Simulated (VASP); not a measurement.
## CdGeAs2: cell size and functional

Which functional gives which lattice for CdGeAs2? The starting structure is a computed structure from the Materials Project. The first relaxation on each setting starts from this cell expanded by 3 % in volume.

Program: VASP 6.6.1. Level of theory: Kohn-Sham DFT with plane waves and PAW; PBEsol, LDA, PBE, PBEsol + D3(BJ), r2SCAN and r2SCAN + rVV10. Results are calculated unless marked as measured.

**1. Starting point**

The structure is tetragonal, space group I-42d (No. 122). The conventional cell has a = 5.978 Å, b = 5.978 Å, c = 11.329 Å, α = 90.00°, β = 90.00°, γ = 90.00°. Nearest to Cd lie 4 As at 2.65 Å. Nearest to As lie 2 Ge at 2.45 Å and 2 Cd at 2.65 Å. Nearest to Ge lie 4 As at 2.45 Å. Farther neighbours are not listed.

**2. Relaxation with PBEsol**

PBEsol restores the gradient expansion of exchange and is tuned for the cells of solids. This run starts from the cell of an earlier relaxation, which isn't shown; the restart sets up the plane waves anew.

INCAR

```
SYSTEM = CdGeAs2
PREC = Accurate
ENCUT = 450
EDIFF = 1E-06
NELM = 100
ISMEAR = 0
SIGMA = 0.03
LREAL = .FALSE.
ALGO = Normal
GGA = PS
NBANDS = 44
LORBIT = 11
LWAVE = .FALSE.
LCHARG = .FALSE.
KPAR = 8
IBRION = 2
NSW = 50
ISIF = 3
EDIFFG = -0.006
```

POSCAR

```
CdGeAs2
1.0
   -2.9761966701      2.9761966701      5.6513363428
    2.9761966701     -2.9761966701      5.6513363428
    2.9761966701      2.9761966701     -5.6513363428
Cd As Ge
2 4 2
Direct
    0.5000000000      0.5000000000      0.0000000000
    0.2500000000      0.7500000000      0.5000000000
    0.0994069315      0.1250000000      0.4744069315
    0.3750000000      0.9005930685      0.0255930685
    0.6505930685      0.6250000000      0.5255930685
    0.8750000000      0.3494069315      0.9744069315
    0.7500000000      0.2500000000      0.5000000000
    0.0000000000      0.0000000000      0.0000000000
```

KPOINTS

```
Automatic mesh
0
Gamma
6 6 6
0 0 0
```

Potentials, in the order of the species: Cd, As and Ge_d (PBE family, release 64).

Run with:

```
mpirun -np 8 vasp_std
```

The log of the run:

```text
[banner, memory and clock lines left out]
running    8 mpi-ranks, on    1 nodes
 distrk:  each k-point on    1 cores,    8 groups
 distr:  one band on    1 cores,    1 groups

 POSCAR found type information on POSCAR CdAsGe
 POSCAR found :  3 types and       8 ions
|                                                                             |
|           W    W    AA    RRRRR   N    N  II  N    N   GGGG   !!!           |
|           W    W   A  A   R    R  NN   N  II  NN   N  G    G  !!!           |
|           W    W  A    A  R    R  N N  N  II  N N  N  G       !!!           |
|           W WW W  AAAAAA  RRRRR   N  N N  II  N  N N  G  GGG   !            |
|           WW  WW  A    A  R   R   N   NN  II  N   NN  G    G                |
|           W    W  A    A  R    R  N    N  II  N    N   GGGG   !!!           |
|                                                                             |
|     For optimal performance we recommend to set                             |
|       NCORE = 2 up to number-of-cores-per-socket                            |
|     NCORE specifies how many cores store one orbital (NPAR=cpu/NCORE).      |
|     This setting can greatly improve the performance of VASP for DFT.       |
|     The default, NCORE=1 might be grossly inefficient on modern             |
|     multi-core architectures or massively parallel machines. Do your        |
|     Unfortunately you need to use the default for GW and RPA                |
|     calculations (for HF NCORE is supported but not extensively tested      |
|     yet).                                                                   |
|                                                                             |

|                                                                             |
|               ----> ADVICE to this user running VASP <----                  |
|                                                                             |
|     You enforced a specific xc type in the INCAR file but a different       |
|     [... a line on the potential file left out ...]
|     I HOPE YOU KNOW WHAT YOU ARE DOING!                                     |
|                                                                             |

 LDA part: xc-table for (Slater+PW92), standard interpolation
 POSCAR, INCAR and KPOINTS ok, starting setup
 FFT: planning ... GRIDC
 FFT: planning ... GRID_SOFT
 FFT: planning ... GRID
 WAVECAR not read
 entering main loop
       N       E                     dE             d eps       ncg     rms          rms(c)
DAV:   1     0.660728361323E+03    0.66073E+03   -0.30839E+04  3376   0.246E+03
DAV:   2     0.689206048062E+02   -0.59181E+03   -0.57414E+03  2680   0.761E+02
DAV:   3    -0.284098743096E+02   -0.97330E+02   -0.95563E+02  3000   0.173E+02
DAV:   4    -0.340114616789E+02   -0.56016E+01   -0.55802E+01  3160   0.479E+01
DAV:   5    -0.341282488756E+02   -0.11679E+00   -0.11670E+00  3076   0.711E+00    0.863E+00
DAV:   6    -0.332354115036E+02    0.89284E+00   -0.19820E+00  3072   0.120E+01    0.668E+00
DAV:   7    -0.331372376850E+02    0.98174E-01   -0.79392E-01  3140   0.375E+00    0.280E+00
DAV:   8    -0.331276689895E+02    0.95687E-02   -0.10384E-01  3012   0.263E+00    0.544E-01
DAV:   9    -0.331264299695E+02    0.12390E-02   -0.16631E-02  3088   0.129E+00    0.115E-01
DAV:  10    -0.331261934844E+02    0.23649E-03   -0.18387E-03  2932   0.362E-01    0.468E-02
DAV:  11    -0.331262935847E+02   -0.10010E-03   -0.75067E-04  3132   0.152E-01    0.363E-02
DAV:  12    -0.331262636260E+02    0.29959E-04   -0.18036E-04  2600   0.103E-01    0.152E-02
DAV:  13    -0.331262678950E+02   -0.42690E-05   -0.10271E-05  2704   0.220E-02    0.831E-03
DAV:  14    -0.331262660960E+02    0.17990E-05   -0.67143E-06  2864   0.204E-02    0.971E-04
DAV:  15    -0.331262660973E+02   -0.13479E-08   -0.10827E-06  1652   0.473E-03
   1 F= -.33126266E+02 E0= -.33126266E+02  d E =-.331263E+02
[...]
2 F= -.33126299E+02 E0= -.33126299E+02  d E =-.325556E-04
[...]
3 F= -.33126298E+02 E0= -.33126298E+02  d E =-.317208E-04
[...]
4 F= -.33126298E+02 E0= -.33126298E+02  d E =-.320894E-04
 curvature:  -0.13 expect dE=-0.358E-05 dE for cont linesearch -0.544E-09
 trial: gam= 0.39607 g(F)=  0.191E-06 g(S)=  0.271E-04 ort = 0.528E-06 (trialstep = 0.972E+00)
 search vector abs. value=  0.382E-04
 bond charge predicted
       N       E                     dE             d eps       ncg     rms          rms(c)
DAV:   1    -0.331263870869E+02   -0.88723E-04   -0.29976E-03  2928   0.327E-01    0.554E-02
DAV:   2    -0.331263421541E+02    0.44933E-04   -0.78273E-05  3372   0.946E-02    0.326E-02
DAV:   3    -0.331263180709E+02    0.24083E-04   -0.23843E-05  3508   0.456E-02    0.828E-03
DAV:   4    -0.331263176799E+02    0.39099E-06   -0.60893E-06  2752   0.182E-02
   5 F= -.33126318E+02 E0= -.33126318E+02  d E =-.194932E-04
 trial-energy change:   -0.000019  1 .order   -0.000020   -0.000027   -0.000014
 step:   2.0370(harm=  2.0370)  dis= 0.00009  next Energy=   -33.126326 (dE=-0.280E-04)
 reached required accuracy - stopping structural energy minimisation
```

It took 2.5 min on 8 MPI ranks of Intel Xeon Platinum 8259CL at 2.50GHz (Skylake/Cascade Lake), shared host; peak memory 4.2 GiB.

The logs omit lines about the potential files and the build; timing stands in the text.

Parts of OUTCAR (step 2):

```text
ion  position               nearest neighbor table
   1  0.500  0.500  0.000-   5 2.63   4 2.63   6 2.63   3 2.63
   2  0.250  0.750  0.500-   4 2.63   3 2.63   5 2.63   6 2.63
   3  0.099  0.125  0.474-   7 2.45   8 2.45   1 2.63   2 2.63
   4  0.375  0.901  0.026-   7 2.45   8 2.45   1 2.63   2 2.63
   5  0.651  0.625  0.526-   7 2.45   8 2.45   2 2.63   1 2.63
   6  0.875  0.349  0.974-   7 2.45   8 2.45   2 2.63   1 2.63
   7  0.750  0.250  0.500-   3 2.45   4 2.45   5 2.45   6 2.45
   8  0.000  0.000  0.000-   3 2.45   4 2.45   5 2.45   6 2.45

  LATTYP: Found a body centered tetragonal cell.
 ALAT       =     5.9523933402
 C/A-ratio  =     1.8988450594

 Subroutine GETGRP returns: Found  8 space group operations
 (whereof  4 operations were pure point group operations)

The static configuration has the point symmetry S_4 .
 The point group associated with its full space group is D_2d.

 Found     30 irreducible k-points:

   k-points           NKPTS =     30   k-points in BZ     NKDIM =     30   number of bands    NBANDS=     44

   dimension x,y,z NGX =    50 NGY =   50 NGZ =   50
   dimension x,y,z NGXF=   100 NGYF=  100 NGZF=  100

   ENCUT  =  450.0 eV  33.07 Ry    5.75 a.u.  12.19 12.19 12.19*2*pi/ulx,y,z

   NELECT =      72.0000    total number of electrons

 k-points in reciprocal lattice and weights: Automatic mesh
   0.00000000  0.00000000  0.00000000       0.005
   0.16666667  0.00000000  0.00000000       0.037
   0.33333333  0.00000000  0.00000000       0.037
   0.50000000  0.00000000  0.00000000       0.019
   0.16666667  0.16666667  0.00000000       0.037
   0.33333333  0.16666667  0.00000000       0.074
   0.50000000  0.16666667  0.00000000       0.074
  -0.33333333  0.16666667  0.00000000       0.074
  -0.16666667  0.16666667  0.00000000       0.019
[...]
-0.33333333 -0.33333333  0.33333333       0.009
   0.50000000  0.50000000  0.50000000       0.005

 average (electrostatic) potential at core
       1 -38.4813       2 -38.4813       3 -51.2464       4 -51.2464       5 -51.2464
       6 -51.2464       7 -76.3056       8 -76.3056

 E-fermi :   2.9228

 k-point     1 :       0.0000    0.0000    0.0000
  band No.  band energies     occupation
    ...
     32       0.7260      2.00000
     33       0.7260      2.00000
     34       2.7003      2.00000
     35       2.8034      2.00000
     36       2.8034      2.00000
     37       3.0188      0.00001
     38       4.1552      0.00000
     39       4.5828      0.00000
     40       5.7874      0.00000
     41       5.7874      0.00000
    ...

 k-point     2 :       0.1667    0.0000    0.0000
  band No.  band energies     occupation
    ...
     32       0.7019      2.00000
     33       0.8574      2.00000
     34       1.3549      2.00000
     35       2.4683      2.00000
     36       2.8178      2.00000
     37       3.9580      0.00000
     38       4.5925      0.00000
     39       4.9997      0.00000
     40       5.4976      0.00000
     41       5.8429      0.00000
    ...

 k-point     3 :       0.3333    0.0000    0.0000
  band No.  band energies     occupation
    ...
     32       0.1008      2.00000
     33       0.7456      2.00000
     34       1.3937      2.00000
     35       1.8688      2.00000
     36       2.4912      2.00000
     37       4.5193      0.00000
     38       4.8142      0.00000
     39       5.5320      0.00000
     40       5.8322      0.00000
     41       5.9701      0.00000
    ...

  Total       -0.0210072     -0.0210072      0.0174767      0.0000000      0.0000000      0.0000000
  in kB       -0.1681984     -0.1681984      0.1399306      0.0000000      0.0000000      0.0000000
  external PRESSURE =      -0.0654887 kB  Pullay stress =       0.0000000 kB

  energy-cutoff  :      450.00
  volume of cell :      200.10
      direct lattice vectors                 reciprocal lattice vectors
    -2.974577652  2.974577652  5.653882050     0.000000000  0.168091090  0.088434813
     2.974577652 -2.974577652  5.653882050     0.168091090  0.000000000  0.088434813
     2.974577652  2.974577652 -5.653882050     0.168091090  0.168091090  0.000000000

 POSITION                                       TOTAL-FORCE (eV/Angst)
 -----------------------------------------------------------------------------------
      0.00000      0.00000      5.65388        -0.000000     -0.000000     -0.000000
      2.97458      0.00000      2.82694        -0.000000      0.000000     -0.000000
      1.48729      1.33507     -1.41347        -0.000000      0.001232      0.000000
      1.63951     -1.48729      7.06735        -0.001232      0.000000     -0.000000
      1.48729      1.63951      4.24041        -0.000000     -0.001232     -0.000000
      1.33507      4.46187      1.41347         0.001232      0.000000      0.000000
      0.00000      2.97458      2.82694        -0.000000     -0.000000      0.000000
      0.00000      0.00000     -0.00000        -0.000000      0.000000     -0.000000
 -----------------------------------------------------------------------------------
    total drift:                               -0.000002     -0.000002      0.000004

  FREE ENERGIE OF THE ION-ELECTRON SYSTEM (eV)
  ---------------------------------------------------
  free  energy   TOTEN  =       -33.1263176799 eV

  energy  without entropy=      -33.1263176741  energy(sigma->0) =      -33.12631768

 reached required accuracy - stopping structural energy minimisation

 total charge
# of ion       s       p       d       tot
------------------------------------------
    1        0.500   0.367   9.506  10.373
    2        0.500   0.367   9.506  10.373
    3        1.234   1.523   0.032   2.788
    4        1.234   1.523   0.032   2.788
    5        1.234   1.523   0.032   2.788
    6        1.234   1.523   0.032   2.788
    7        1.129   1.150  10.056  12.336
    8        1.129   1.150  10.056  12.336
--------------------------------------------------
tot          8.192   9.124  39.253  56.569

[... 3 further parts left out ...]
```

CONTCAR:

```
CdGeAs2
   1.00000000000000
    -2.9745776517333749    2.9745776517333749    5.6538820502001856
     2.9745776517333749   -2.9745776517333749    5.6538820502001856
     2.9745776517333749    2.9745776517333749   -5.6538820502001856
  Cd              As              Ge
     2     4     2
Direct
     0.5000000000000000    0.5000000000000000    0.0000000000000000
     0.2500000000000000    0.7500000000000000    0.5000000000000000
     0.0994127414824244    0.1250000000000000    0.4744127414824244
     0.3750000000000000    0.9005872585175756    0.0255872585175756
     0.6505872585175756    0.6250000000000000    0.5255872585175756
     0.8750000000000000    0.3494127414824244    0.9744127414824244
     0.7500000000000000    0.2500000000000000    0.5000000000000000
     0.0000000000000000    0.0000000000000000    0.0000000000000000
```

The PAW data sets were made with PBE, which is usual practice but a small mismatch for other functionals. The run keeps the 8 symmetry operations of its start, so it cannot find a distortion of lower symmetry.

With PBEsol the relaxed cell holds 25.013 Å³ an atom, -1.14 % against the starting cell, with a = 5.949 Å and c = 11.308 Å.

**3. Relaxation with LDA**

LDA, the lowest rung, knows the local density alone. This run starts from the cell of an earlier relaxation, which isn't shown; the restart sets up the plane waves anew.

Changes to INCAR since step 2:

```diff
@@ -9,3 +9,3 @@
 ALGO = Normal
-GGA = PS
+GGA = CA
 NBANDS = 44
```

POSCAR

```
CdGeAs2
1.0
   -2.9426282686      2.9426282686      5.6194450270
    2.9426282686     -2.9426282686      5.6194450270
    2.9426282686      2.9426282686     -5.6194450270
Cd As Ge
2 4 2
Direct
    0.5000000000      0.5000000000      0.0000000000
    0.2500000000      0.7500000000      0.5000000000
    0.1006067169      0.1250000000      0.4756067169
    0.3750000000      0.8993932831      0.0243932831
    0.6493932831      0.6250000000      0.5243932831
    0.8750000000      0.3506067169      0.9756067169
    0.7500000000      0.2500000000      0.5000000000
    0.0000000000      0.0000000000      0.0000000000
```

KPOINTS is that of step 2.

The projector-augmented-wave data sets are Cd, As and Ge_d (LDA family, release 64).

Run with:

```
mpirun -np 8 vasp_std
```

The log of the run:

```text
[banner, memory and clock lines left out]
running    8 mpi-ranks, on    1 nodes
[...]
[... a notice as in an earlier step ...]

 LDA part: xc-table for (Slater(with rela. corr.)+CA(PZ))
 , standard interpolation
 POSCAR, INCAR and KPOINTS ok, starting setup
[...]
entering main loop
       N       E                     dE             d eps       ncg     rms          rms(c)
DAV:   1     0.667847221924E+03    0.66785E+03   -0.30747E+04  3340   0.245E+03
DAV:   2     0.676520439013E+02   -0.60020E+03   -0.58275E+03  2656   0.751E+02
DAV:   3    -0.306694661450E+02   -0.98322E+02   -0.96833E+02  3020   0.175E+02
DAV:   4    -0.363391648337E+02   -0.56697E+01   -0.56442E+01  3120   0.481E+01
[...]
DAV:  11    -0.353946803776E+02   -0.40525E-04   -0.68721E-04  3036   0.158E-01    0.424E-02
DAV:  12    -0.353946554004E+02    0.24977E-04   -0.15264E-04  2688   0.992E-02    0.159E-02
DAV:  13    -0.353946561881E+02   -0.78762E-06   -0.92994E-06  2808   0.171E-02
   1 F= -.35394656E+02 E0= -.35394656E+02  d E =-.353947E+02
[...]
DAV:   5    -0.353946291228E+02    0.94251E-05   -0.58196E-05  3052   0.744E-02    0.123E-02
DAV:   6    -0.353946291174E+02    0.54060E-08   -0.10150E-05  3020   0.212E-02    0.350E-03
DAV:   7    -0.353946288572E+02    0.26024E-06   -0.63854E-07  1560   0.682E-03
   2 F= -.35394629E+02 E0= -.35394629E+02  d E =0.273309E-04
 trial-energy change:    0.000027  1 .order   -0.000018   -0.000310    0.000273
 step:   0.4171(harm=  0.5316)  dis= 0.00009  next Energy=   -35.394718 (dE=-0.613E-04)
[...]
N       E                     dE             d eps       ncg     rms          rms(c)
DAV:   1    -0.353959314340E+02   -0.13023E-02   -0.22413E-02  3128   0.158E+00    0.238E-01
DAV:   2    -0.353949202920E+02    0.10111E-02   -0.24738E-03  3060   0.568E-01    0.961E-02
DAV:   3    -0.353947449756E+02    0.17532E-03   -0.34264E-04  3124   0.163E-01    0.686E-02
DAV:   4    -0.353947026904E+02    0.42285E-04   -0.68989E-05  3028   0.599E-02    0.153E-02
DAV:   5    -0.353946995334E+02    0.31570E-05   -0.18690E-05  2804   0.420E-02    0.699E-03
DAV:   6    -0.353946995267E+02    0.66502E-08   -0.32617E-06  2276   0.120E-02
   3 F= -.35394700E+02 E0= -.35394700E+02  d E =-.433387E-04
[...]
reached required accuracy - stopping structural energy minimisation
```

Run time: 82 s. Hardware: 8 MPI ranks; peak memory 3.2 GiB; 10 min of CPU time.

Parts of OUTCAR (step 3):

```text
  Total       -0.0050940     -0.0050940     -0.0031346      0.0000000     -0.0000000      0.0000000
  in kB       -0.0419734     -0.0419734     -0.0258284      0.0000000     -0.0000000      0.0000000
  external PRESSURE =      -0.0365917 kB  Pullay stress =       0.0000000 kB

 POSITION                                       TOTAL-FORCE (eV/Angst)
 -----------------------------------------------------------------------------------
      0.00000      0.00000      5.61765         0.000000     -0.000000      0.000000
      2.94166     -0.00000      2.80883         0.000000     -0.000000      0.000000
      1.47083      1.32741     -1.40441         0.000000      0.004233     -0.000000
      1.61425     -1.47083      7.02206        -0.004233     -0.000000      0.000000
      1.47083      1.61425      4.21324        -0.000000     -0.004233      0.000000
      1.32741      4.41248      1.40441         0.004233      0.000000     -0.000000
     -0.00000      2.94166      2.80883        -0.000000      0.000000     -0.000000
      0.00000      0.00000      0.00000        -0.000000     -0.000000     -0.000000
 -----------------------------------------------------------------------------------
    total drift:                                0.000001      0.000001      0.000003

  FREE ENERGIE OF THE ION-ELECTRON SYSTEM (eV)
  ---------------------------------------------------
  free  energy   TOTEN  =       -35.3946995267 eV

  energy  without entropy=      -35.3946995239  energy(sigma->0) =      -35.39469953

[... 2 parts as in an earlier step ...]

[... 2 further parts left out ...]
[key lines of the parts left out:]
E-fermi :   3.1606
```

With LDA the relaxed cell holds 24.306 Å³ an atom, -3.93 % against the starting cell, with a = 5.883 Å and c = 11.235 Å. That is -2.83 % from PBEsol.

(Part 1 of 2 ends here.)

[Lines on the potential files, build, host, timing and source positions are cut from VASP's logs without a mark.]

[Logs are printed without paths, hosts, clocks, repeated set-up lines and the standing remarks that a program may print on its own settings, such as how far it seeks lower states.]

[Hosts, paths, dates, database ids (printed as entryN), source tags and the programs' standing remarks are cut or masked in the printed files.]
